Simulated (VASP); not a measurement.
Input:

```
Rb
1.0
   -2.82500     2.82500     2.82500
    2.82500    -2.82500     2.82500
    2.82500     2.82500    -2.82500
Rb
1
Direct
  0.00000   0.00000   0.00000
```

Computed with PBEsol GGA, VASP's PBE PAW potentials (set 64) (plane waves; VASP). Numerical set-up: 400 eV cut-off, 8×8×8 Γ-centred mesh, first-order Methfessel-Paxton smearing of 0.10 eV, potentials Rb_sv.

Energy and stress use the plane-wave basis of the starting cell.

Problem. The ions, cell shape and volume are relaxed. Give the cell that the relaxation ends in.

Solution. 
```
Rb
1.0
   -2.78744     2.78744     2.78744
    2.78744    -2.78744     2.78744
    2.78744     2.78744    -2.78744
Rb
1
Direct
  0.00000   0.00000   0.00000
```
Space group Im-3m (229), at a tolerance of 0.03 Å.

Problem. How do energy and volume change from the first to the last step?

Solution. The energy (σ→0) changes by -1.3 meV/atom and the volume by -3.9 %, in 5 ionic steps.

```csv
step,E(σ→0) (eV),max force (eV/Å),pressure (GPa),volume (Å³)
1,-1.0161,0.000,-0.11,90.18
2,-1.0166,0.000,-0.09,89.38
3,-1.0173,0.000,-0.04,87.77
4,-1.0170,0.000,0.07,84.60
5,-1.0174,0.000,0.00,86.63
```

The compound is Rb in the bcc structure. This run relaxes it. Symmetry was kept, so distortions that lower it aren't found.
